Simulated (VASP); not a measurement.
Data:

```
CELL_PARAMETERS angstrom
     -1.62324     1.62324     2.51243
      1.62324    -1.62324     2.51243
      1.62324     1.62324    -2.51243
ATOMIC_POSITIONS crystal
  In 0.00000 0.00000 0.00000
```

The numbers are results of optB86b-vdW, VASP's PBE PAW potentials (set 64) (plane waves; VASP 6.6.1), not measurements. Settings: 520 eV cut-off, 18×18×18 Γ-centred mesh, tetrahedra with Blöchl corrections, potentials In_d.

Unless said otherwise, spin-orbit coupling is left out, though it shifts the bands of the heavy elements here.

Task: Predict the energy per atom (σ→0), band gap (on the k-mesh) with the smallest direct gap where there is one.

Result: 
| Item | Value |
|---|---|
| band gap (on the k-mesh) | none (metal, semimetal or under 0.01 eV) |
| energy per atom (σ→0) | 0.515 eV/atom |

Total energies compare only between runs with the same potentials, cut-off and functional.

The compound is In in the bct structure. It was relaxed first.
